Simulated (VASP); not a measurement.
Given:

```xyz
2
Lattice="3.1079 0.0000 0.0000 -1.5540 2.6915 0.0000 0.0000 0.0000 3.0332" Properties=species:S:1:pos:R:3 pbc="T T T"
Co     0.0000     0.0000     0.0000
Si     1.5540     0.8972     1.5166
```
Starting moments (μB, in the order of the record's atoms Co Si): 3.0 0.0.

All values below come from PBEsol GGA, VASP's PBE PAW potentials (set 64) (plane waves; VASP). Numerical set-up: 400 eV cut-off, 12×12×11 Γ-centred mesh, first-order Methfessel-Paxton smearing of 0.10 eV, potentials Co Si.

Energy and stress use the plane-wave basis of the starting cell.

Problem. The ions, cell shape and volume are relaxed. What does this cell relax into?

Solution. 
```xyz
2
Lattice="3.3209 0.0000 0.0000 -1.6604 2.8760 0.0000 0.0000 0.0000 2.5327" Properties=species:S:1:pos:R:3 pbc="T T T"
Co     0.0000     0.0000     0.0000
Si     1.6604     0.9587     1.2663
```
Space group P-6m2 (187), at a tolerance of 0.03 Å. The cell ends with 0.00 μB, on the sites 0.00 0.00 μB.

Problem. How do energy and volume change from the first to the last step?

Solution. The energy (σ→0) changes by -164.1 meV/atom and the volume by -4.7 %, in 23 ionic steps.

The structure was generated: CoSi was put into the WC type (P-6m2), which need not be its known phase. This run relaxes it. Symmetry was kept, so distortions that lower it aren't found.
